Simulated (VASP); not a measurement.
Calculation: PBE GGA, VASP's PBE PAW potentials (set 64) (plane waves; VASP).

VASP ran on this input.

**POSCAR**
```
BN
1.843650
  0.0000000000   1.0000000000   1.0000000000
  1.0000000000   0.0000000000   1.0000000000
  1.0000000000   1.0000000000   0.0000000000
B N
1 1
Cart
  0.0000000000   0.0000000000   0.0000000000
  0.5000000000   0.5000000000   0.5000000000
```

KPOINTS:
```
kpoints
0
G
  11 11 11
```

### INCAR
```
SYSTEM = BN
PREC = Accurate
ENCUT = 800
EDIFF = 1E-6
NELM = 100
ALGO = Normal
LREAL = .FALSE.
LASPH = .TRUE.
ISMEAR = 0
SIGMA = 0.05
GGA = PE
LWAVE = .FALSE.
LCHARG = .FALSE.
ISIF = 2
```

POTCAR, in this order: B_h N (PBE.64 set). Program: vasp_std.

The resulting files:

File OSZICAR:
```
       N       E                     dE             d eps       ncg     rms          rms(c)
DAV:   1     0.143442702105E+02    0.14344E+02   -0.58311E+03   976   0.124E+03
DAV:   2    -0.179066634652E+02   -0.32251E+02   -0.31013E+02  1296   0.238E+02
DAV:   3    -0.183004851996E+02   -0.39382E+00   -0.39382E+00  1072   0.249E+01
DAV:   4    -0.183015741496E+02   -0.10889E-02   -0.10890E-02  1240   0.135E+00
DAV:   5    -0.183015755754E+02   -0.14258E-05   -0.14258E-05  1040   0.354E-02    0.598E+00
DAV:   6    -0.174919512391E+02    0.80962E+00   -0.35695E+00  1304   0.158E+01    0.277E+00
DAV:   7    -0.174423234836E+02    0.49628E-01   -0.87844E-02  1216   0.313E+00    0.168E+00
DAV:   8    -0.174309398501E+02    0.11384E-01   -0.39707E-02  1088   0.171E+00    0.144E-01
DAV:   9    -0.174311251182E+02   -0.18527E-03   -0.11917E-03  1032   0.349E-01    0.724E-02
DAV:  10    -0.174312192142E+02   -0.94096E-04   -0.20321E-04  1200   0.166E-01    0.131E-02
DAV:  11    -0.174312239708E+02   -0.47566E-05   -0.10753E-05  1152   0.329E-02    0.955E-03
DAV:  12    -0.174312243770E+02   -0.40626E-06   -0.21268E-06   640   0.149E-02
   1 F= -.17431224E+02 E0= -.17431224E+02  d E =-.226659E-14
```

OUTCAR:
```
------------------------ aborting loop because EDIFF is reached ----------------------------------------
  FORCE on cell =-STRESS in cart. coord.  units (eV):
  Direction    XX          YY          ZZ          XY          YZ          ZX
  --------------------------------------------------------------------------------------
  Total       -1.3854010     -1.3854010     -1.3854010     -0.0000000     -0.0000000      0.0000000
  in kB     -177.1008466   -177.1008466   -177.1008466     -0.0000000     -0.0000000      0.0000000
  external PRESSURE =    -177.1008466 kB  Pullay stress =       0.0000000 kB
  volume of cell :       12.53
      direct lattice vectors                 reciprocal lattice vectors
     0.000000000  1.843650000  1.843650000    -0.271201150  0.271201150  0.271201150
     1.843650000  0.000000000  1.843650000     0.271201150 -0.271201150  0.271201150
     1.843650000  1.843650000  0.000000000     0.271201150  0.271201150 -0.271201150
  FREE ENERGIE OF THE ION-ELECTRON SYSTEM (eV)
  ---------------------------------------------------
  free  energy   TOTEN  =       -17.4312243770 eV

  energy  without entropy=      -17.4312243770  energy(sigma->0) =      -17.43122438
```
(Selected blocks of OUTCAR.)

The compound is BN in the zinc blende structure. The cell was not relaxed at this level. The run is one of a series of settings (ENCUT = 800, POTCAR B_h N (PBE.64 set) against the base run), some of them coarse on purpose.
